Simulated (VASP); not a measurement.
TiO2: transverse stress against strain

TiO2 (rutile, P4_2/mnm, 10.450 Å³/atom and stress up to 0.24 GPa in the relaxed cell, c along z) under an equal strain ε along x and y, with z held. r2SCAN in VASP (plane waves, PAW), 600 eV, 8×8×10 Γ-centred mesh, Gaussian smearing 0.05 eV; ions are relaxed, or left where forces stay under 0.02 eV/Å, within the symmetry of each cell. Stress is positive for a compressed cell.

Here s stands for strain and y for stress zz.

```
strain (%)  stress zz (GPa)
----------  ---------------
-1.50                  5.25
-1.00                  3.35
-0.50                  1.56
0.00                  -0.15
0.50                  -1.72
1.00                  -3.22
1.50                  -4.63
3.00                      ?
```

Task: Using a straight line, estimate the missing y at s = 3.00 from the other rows, showing the fit.

Result: Means: s 0, y 0.063. About the means, the sum of products is -23.030 and the sum of squares of s is 7.0000; the slope is their ratio. Least squares gives y = 0.063 - 3.2900·s. Residuals (row less fit): 0.252, -0.003, -0.148, -0.213, -0.138, 0.007, 0.242; standard error 0.204 (degrees of freedom: 5). The slope gives the elastic constant 2C13 = 329 ± 8 GPa (± standard error of the fit, which holds the terms cut off). At the withheld row, y = 0.063 - 3.2900 × 3.0 = -9.807 GPa. The calculation gives -8.36 GPa, 1.447 GPa above the prediction (10.6 % of the range of y in the table). The row lies outside the fitted rows, so this is an extrapolation. From the scatter of the fitted rows alone, a prediction at this place has a standard error of 0.318 GPa, so the miss is 4.6 times that.

A polynomial of degree 2 through the 12 other runs of the series gives -8.27 there, so most of the miss is curvature that the fit leaves out. The primitive cell can neither tilt nor turn polar against its symmetry, as such crystals can under strain. Rows are the converged runs of the series near zero and its far end, less any whose ions stayed unrelaxed beside relaxed ones; series whose fitted rows scatter by over a few per cent of the range, as at a crossing or softening among them, aren't shown in this form. Most that stay on the fit to the last digits aren't either.
